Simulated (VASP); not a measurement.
Level of theory: r2SCAN meta-GGA, VASP's PBE PAW potentials (set 64) (plane waves; VASP 6.6.1). Each cell was relaxed at this level, without spin-orbit coupling.

Problem. Which of these comes out without a gap?
(A) Ta, Im-3m (229)
(B) CdF2, Fm-3m (225)
(C) NaH, Fm-3m (225)
(D) C, Fd-3m (227)

Solution. A, Ta, Im-3m (229). The others have gaps of 4.44 eV (NaH, Fm-3m (225)), 3.72 eV (CdF2, Fm-3m (225)), 4.33 eV (C, Fd-3m (227)).
